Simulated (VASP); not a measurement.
Input:

```
CELL_PARAMETERS angstrom
      0.00000     2.86621     2.86621
      2.86621     0.00000     2.86621
      2.86621     2.86621     0.00000
ATOMIC_POSITIONS crystal
  Al 0.00000 0.00000 0.00000
  As 0.25000 0.25000 0.25000
```

All values below come from HSE06 screened hybrid (exact exchange on a k-mesh reduced by 2x2x2), VASP's PBE PAW potentials (set 64) (plane waves; VASP). Numerical set-up: PREC = Normal, EDIFF = 1E-5, 400 eV cut-off, 8×8×8 Γ-centred mesh, Gaussian smearing of 0.050 eV, potentials Al As.

Exact exchange is summed on a reduced mesh (NKRED).

**Question.** Predict the energy per atom (σ→0), band gap (on the k-mesh) with the smallest direct gap where there is one.

**Answer.** 
The band gap (on the k-mesh) comes out as 2.21 eV. The smallest direct gap (on the k-mesh) is 2.68 eV and the energy per atom (σ→0) is -530.4 kJ/mol of atoms.

Only differences to runs with the same potentials and settings are physical.

The compound is AlAs in the zinc blende structure. It was relaxed first. The cell's shape comes from a PBE relaxation.
